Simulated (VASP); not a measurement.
A convergence study with VASP on Zr (hcp): one setting is varied, all else stays as given below, so the limit is that of these other settings.

```
CELL_PARAMETERS angstrom
      1.61500    -2.79726     0.00000
      1.61500     2.79726     0.00000
      0.00000     0.00000     5.15000
ATOMIC_POSITIONS crystal
  Zr 0.33333 0.66667 0.25000
  Zr 0.66667 0.33333 0.75000
```

Computed with PBEsol GGA, VASP's PBE PAW potentials (set 64) (plane waves; VASP). The tightest run used: 550 eV cut-off, 19×19×10 Monkhorst-Pack mesh, first-order Methfessel-Paxton smearing of 0.10 eV, potentials Zr_sv.

The settings run are 1×1×1 mesh; 2×2×1 mesh; 3×3×2 mesh; 4×4×2 mesh; 5×5×3 mesh; 6×6×3 mesh; 7×7×4 mesh; 8×8×4 mesh; 9×9×5 mesh; 10×10×5 mesh; 11×11×6 mesh; 12×12×6 mesh; 13×13×7 mesh; 14×14×7 mesh; 15×15×8 mesh; 16×16×9 mesh; 17×17×9 mesh; 18×18×10 mesh; 19×19×10 mesh. From which on does the energy per atom stay within 0.005 eV/atom of the tightest run?

From 8×8×4 mesh on: it is off by 0.0009 there and by no more than 0.005 in any finer run, while 7×7×4 mesh is off by 0.0172.
| setting | E (eV/atom) | pressure (GPa) | irreducible k-points | difference judged (eV/atom) |
|---|---|---|---|---|
| 1×1×1 mesh | -7.6883 | 39.69 | 1 | 1.3853 |
| 2×2×1 mesh | -9.1043 | -0.81 | 2 | 0.0307 |
| 3×3×2 mesh | -9.0881 | -4.05 | 3 | 0.0145 |
| 4×4×2 mesh | -9.1004 | -2.77 | 6 | 0.0269 |
| 5×5×3 mesh | -9.0720 | -2.92 | 10 | 0.0016 |
| 6×6×3 mesh | -9.0610 | -2.61 | 24 | 0.0126 |
| 7×7×4 mesh | -9.0564 | -2.92 | 16 | 0.0172 |
| 8×8×4 mesh | -9.0745 | -3.32 | 40 | 0.0009 |
| 9×9×5 mesh | -9.0751 | -3.15 | 36 | 0.0015 |
| 10×10×5 mesh | -9.0723 | -3.26 | 90 | 0.0013 |
| 11×11×6 mesh | -9.0721 | -3.20 | 48 | 0.0015 |
| 12×12×6 mesh | -9.0745 | -3.29 | 126 | 0.0009 |
| 13×13×7 mesh | -9.0721 | -3.22 | 84 | 0.0015 |
| 14×14×7 mesh | -9.0732 | -3.25 | 224 | 0.0004 |
| 15×15×8 mesh | -9.0749 | -3.19 | 108 | 0.0013 |
| 16×16×9 mesh | -9.0737 | -3.23 | 360 | 0.0001 |
| 17×17×9 mesh | -9.0735 | -3.22 | 165 | 0.0001 |
| 18×18×10 mesh | -9.0735 | -3.21 | 450 | 0.0001 |
| 19×19×10 mesh | -9.0736 | -3.21 | 200 | 0.0000 |

Left out are rungs that failed or repeat a setting and relaxations that didn't move; long series are thinned to 24 rows.

The compound is Zr in the hcp structure. The cell was not relaxed at this level.
